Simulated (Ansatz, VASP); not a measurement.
CaZr3N2 in VASP and in Ansatz

File INCAR:

```
PREC = Accurate ; ENCUT = 520
EDIFF = 1E-6 ; ISMEAR = 0
SIGMA = 0.1 ; LREAL = False
LASPH = True ; NELM = 80
ALGO = Normal ; ISIF = 2
LWAVE = False ; LCHARG = True
GGA = PE ; LELF = True
LVHAR = True ; NBANDS = 37
```

Contents of KPOINTS:

```
Automatic mesh
0
Gamma
  6 6 2
```

POSCAR

```
CaZr3N2
1.0
    3.2001659900      0.0000000000      0.0000000000
    0.0000000000      3.2001659900      0.0000000000
    0.0000000000      0.0000000000     10.6975389400
Ca Zr N
1 3 2
Direct
    0.5000000000      0.5000000000      0.5000000000
    0.0000000000      0.0000000000      0.0000000000
    0.0000000000      0.0000000000      0.7145522800
    0.0000000000      0.0000000000      0.2854477200
    0.5000000000      0.5000000000      0.8473602500
    0.5000000000      0.5000000000      0.1526397500
```

Input for Ansatz:

```yaml
crystal:
  lattice:
    - [3.20016599, 0.0, 0.0]
    - [0.0, 3.20016599, 0.0]
    - [0.0, 0.0, 10.69753894]
  atoms:
    - { symbol: Ca, position: [0.5, 0.5, 0.5] }
    - { symbol: Zr, position: [0.0, 0.0, 0.0] }
    - { symbol: Zr, position: [0.0, 0.0, 0.71455228] }
    - { symbol: Zr, position: [0.0, 0.0, 0.28544772] }
    - { symbol: "N", position: [0.5, 0.5, 0.84736025] }
    - { symbol: "N", position: [0.5, 0.5, 0.15263975] }
basis:
  ecutwfc: 420
kpoints:
  mp_grid: { grid: [6, 6, 2] }
hamiltonian:
  xc: pbe
scf:
  occupations: { method: gaussian, width: 0.1 }
  lower_state_search: "off"
output:
  forces: true
  stress: true
  eigenvalues: true
```

Change from the starting cell: species swapped into the MgSc3Ru2 type (P4/mmm, No. 123).

Alike in both runs: task single point; functional PBE; k mesh 6 × 6 × 2; occupations gaussian, width 0.1 eV; no spin polarisation.

|  | VASP | Ansatz |
| --- | --- | --- |
| version | VASP 6.6.1 | Ansatz 0.2.0 |
| potentials or method | VASP PAW PBE potentials, release 64 (Ca_sv, Zr_sv, N) | scalar-relativistic, plane waves, PAW |
| plane-wave cutoff (eV) | 520 | 420 |
| valence electrons in the cell | 56 | 56 |

```tsv
	VASP	Ansatz	Ansatz less VASP
gap on the k mesh at the Fermi level (eV)	none	none	-
pressure (GPa)	-13.4	-13.4	-0.02
largest component of the traceless stress (GPa)	1.01	0.99	-0.015
rms of the force components (eV/Å)	1.092	1.092	+0.0002
```

Atom by atom the forces differ by 0.000 eV/Å (rms over components). A gap of «none» marks a metal or a gap that the smearing closes. The functional is the same, so the differences come from potentials, cutoffs and numerics.

Caveats: forces of over 1 eV/Å show positions far from the minimum, so gaps and moduli don't describe the material at rest.
